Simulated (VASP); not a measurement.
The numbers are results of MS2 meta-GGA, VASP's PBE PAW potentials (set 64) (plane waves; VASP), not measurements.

Input for VASP

### INCAR
```
! general
SYSTEM  = ZnO
PREC    = Accurate
ENCUT   = 520   ! plane-wave cut-off (eV)
LREAL   = .False.   ! projection in real space or not
LASPH   = .True.   ! aspherical one-centre terms

! electronic loop
EDIFF   = 1E-7   ! SCF stop (eV)
NELM    = 100   ! most electronic steps
ALGO    = Normal
LMAXMIX = 4
LMIXTAU = .True.

! smearing
ISMEAR  = -5   ! tetrahedra, Bloechl

! functional
METAGGA = MS2

! ions
ISIF    = 2

! output
LWAVE   = .False.
LCHARG  = .False.
LORBIT  = 11   ! lm-projected
NEDOS   = 601   ! DOS grid

! other
LEFG    = .True.
```

File KPOINTS:
```
kpoints
0
gamma
 9 9 5
0 0 0
```

File KPOINTS_OPT:
```
k-points along high-symmetry lines
6
Line-mode
Reciprocal
  0.000000   0.000000   0.000000 ! GAMMA
 -0.000000   0.500000   0.000000 ! M

 -0.000000   0.500000   0.000000 ! M
 -0.333333   0.666667   0.000000 ! K

 -0.333333   0.666667   0.000000 ! K
  0.000000   0.000000   0.000000 ! GAMMA

  0.000000   0.000000   0.000000 ! GAMMA
  0.000000   0.000000   0.500000 ! A

  0.000000   0.000000   0.500000 ! A
 -0.000000   0.500000   0.500000 ! L

 -0.000000   0.500000   0.500000 ! L
 -0.333333   0.666667   0.500000 ! H

 -0.333333   0.666667   0.500000 ! H
  0.000000   0.000000   0.500000 ! A

 -0.000000   0.500000   0.500000 ! L
 -0.000000   0.500000   0.000000 ! M

 -0.333333   0.666667   0.500000 ! H
 -0.333333   0.666667   0.000000 ! K
```

File POSCAR:
```
ZnO
1
    1.6233950150    -2.8118030832     0.0000000000
    1.6233950150     2.8118030832    -0.0000000000
   -0.0000000000     0.0000000000     5.2155907988
Zn O
2 2
Direct
  0.6666670000   0.3333330000   0.4998817050
  0.3333330000   0.6666670000   0.9998817050
  0.6666670000   0.3333330000   0.8821182950
  0.3333330000   0.6666670000   0.3821182950
```

POTCAR, in this order: Zn O (PBE.64 set). Program: vasp_std.

What VASP printed:

### OSZICAR
```
       N       E                     dE             d eps       ncg     rms          rms(c)
DAV:   1     0.249965689688E+03    0.24997E+03   -0.17504E+04  1592   0.218E+03
DAV:   2    -0.195228318366E+02   -0.26949E+03   -0.26048E+03  1692   0.417E+02
DAV:   3    -0.488500908765E+02   -0.29327E+02   -0.29070E+02  1854   0.148E+02
DAV:   4    -0.494745594725E+02   -0.62447E+00   -0.62368E+00  1752   0.227E+01
DAV:   5    -0.494799859706E+02   -0.54265E-02   -0.54260E-02  1830   0.203E+00    0.132E+01
DAV:   6    -0.266515481952E+02    0.22828E+02   -0.19919E+01  2110   0.113E+02    0.111E+01
DAV:   7    -0.256124741032E+02    0.10391E+01   -0.58929E+00  1696   0.338E+01    0.668E+00
DAV:   8    -0.273199825354E+02   -0.17075E+01   -0.28661E+00  1716   0.422E+01    0.229E+00
DAV:   9    -0.253573822713E+02    0.19626E+01   -0.20977E+00  1744   0.258E+01    0.101E+00
DAV:  10    -0.253995891023E+02   -0.42207E-01   -0.17158E-01  2532   0.533E+00    0.165E-01
DAV:  11    -0.253970418502E+02    0.25473E-02   -0.28560E-02  1614   0.189E+00    0.952E-02
DAV:  12    -0.253924563503E+02    0.45855E-02   -0.27095E-03  2196   0.155E+00    0.103E-01
DAV:  13    -0.253971997389E+02   -0.47434E-02   -0.32447E-03  2004   0.151E+00    0.398E-02
DAV:  14    -0.253980317430E+02   -0.83200E-03   -0.46990E-04  1620   0.211E-01    0.226E-02
DAV:  15    -0.253979790564E+02    0.52687E-04   -0.35792E-05  2202   0.107E-01    0.131E-02
DAV:  16    -0.253979913923E+02   -0.12336E-04   -0.24001E-05  1648   0.510E-02    0.299E-03
DAV:  17    -0.253979806292E+02    0.10763E-04   -0.60923E-06  1628   0.272E-02    0.312E-03
DAV:  18    -0.253979793677E+02    0.12615E-05   -0.43639E-07  1668   0.116E-02    0.274E-03
DAV:  19    -0.253979794212E+02   -0.53466E-07   -0.28378E-07  1180   0.693E-03
   1 F= -.25397979E+02 E0= -.25397979E+02  d E =0.000000E+00
       N       E                     dE             ncg
       N       E                     dE             ncg
```

**OUTCAR**
```
------------------------ aborting loop because EDIFF is reached ----------------------------------------
  FORCE on cell =-STRESS in cart. coord.  units (eV):
  Direction    XX          YY          ZZ          XY          YZ          ZX
  --------------------------------------------------------------------------------------
  Total       -0.0114598     -0.0114598     -0.0217043      0.0000000     -0.0000000      0.0000000
  in kB       -0.3856062     -0.3856063     -0.7303222      0.0000000     -0.0000000      0.0000000
  external PRESSURE =      -0.5005116 kB  Pullay stress =       0.0000000 kB
  volume of cell :       47.61
      direct lattice vectors                 reciprocal lattice vectors
     1.623395015 -2.811803083  0.000000000     0.307996511 -0.177821841  0.000000000
     1.623395015  2.811803083  0.000000000     0.307996511  0.177821841  0.000000000
     0.000000000  0.000000000  5.215590799     0.000000000  0.000000000  0.191732833
  FREE ENERGIE OF THE ION-ELECTRON SYSTEM (eV)
  ---------------------------------------------------
  free  energy   TOTEN  =       -25.3979794212 eV

  energy  without entropy=      -25.3979794212  energy(sigma->0) =      -25.39797942

 total charge

# of ion       s       p       d       tot
------------------------------------------
    1        0.453   0.487   9.915  10.855
    2        0.453   0.487   9.915  10.855
    3        1.580   3.465   0.000   5.045
    4        1.580   3.465   0.000   5.045
--------------------------------------------------
tot          4.066   7.904  19.831  31.800

 Electric field gradients after diagonalization (V/A^2)
 (convention: |V_zz| > |V_xx| > |V_yy|)
----------------------------------------------------------------------
 ion       V_xx      V_yy      V_zz     asymmetry (V_yy - V_xx)/ V_zz
----------------------------------------------------------------------
   1      -4.660    -4.658     9.318       0.000
   2      -4.660    -4.658     9.318       0.000
   3       1.507     1.498    -3.005       0.003
   4       1.506     1.498    -3.005       0.003
```
(Selected blocks of OUTCAR.)

The compound is ZnO in the wurtzite structure. It was relaxed first.
